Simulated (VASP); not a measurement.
All values below come from PBE GGA, VASP's PBE PAW potentials (set 64) (plane waves; VASP).

A VASP calculation is set up with these files.

File KPOINTS:
```
Automatic mesh
0
G
 13 13 13
```

POSCAR:
```
Ni
1
    0.0000000000     1.7600000000     1.7600000000
    1.7600000000     0.0000000000     1.7600000000
    1.7600000000     1.7600000000     0.0000000000
Ni
1
Direct
  0.0000000000   0.0000000000   0.0000000000
```

INCAR:
```
# general
SYSTEM   =  Ni
PREC     =  Accurate
ENCUT    =  400
LREAL    =  F
LASPH    =  T

# electronic loop
EDIFF    =  1E-6
NELM     =  100
ALGO     =  Normal
LMAXMIX  =  4

# smearing
ISMEAR   =  1
SIGMA    =  0.1

# functional
GGA      =  PE

# spin
ISPIN    =  2
MAGMOM   =  0.8

# ions
ISIF     =  2

# output
LWAVE    =  F
LCHARG   =  F
LORBIT   =  10
```

POTCAR, in this order: Ni (PBE.64 set). Program: vasp_std.

### Question
What does the run give for the energy per atom (σ→0), cell moment, pressure, band gap (on the k-mesh)?

### Answer

```
Quantity                                                    Result
------------------------  ----------------------------------------
energy per atom (σ→0)                               -5.474 eV/atom
cell moment                                                0.63 μB
band gap (on the k-mesh)  none (metal, semimetal or under 0.01 eV)
pressure                                                 -1.10 GPa
```

File OSZICAR:
```
...
DAV:   7    -0.549293763942E+01    0.33024E+00   -0.28570E+00  3185   0.257E+01    0.194E+00
DAV:   8    -0.547709052866E+01    0.15847E-01   -0.22786E-02  4248   0.180E+00    0.956E-01
DAV:   9    -0.547471173037E+01    0.23788E-02   -0.18750E-03  4405   0.433E-01    0.248E-01
DAV:  10    -0.547426346635E+01    0.44826E-03   -0.41526E-04  4087   0.162E-01    0.286E-02
DAV:  11    -0.547425276876E+01    0.10698E-04   -0.32731E-05  3918   0.658E-02    0.328E-02
DAV:  12    -0.547425383582E+01   -0.10671E-05   -0.16270E-06  1761   0.134E-02    0.789E-03
DAV:  13    -0.547425376409E+01    0.71728E-07   -0.41162E-07  1598   0.991E-03
   1 F= -.54742538E+01 E0= -.54742870E+01  d E =0.998251E-04  mag=     0.6269
```

The compound is Ni in the fcc structure. The cell was not relaxed at this level.
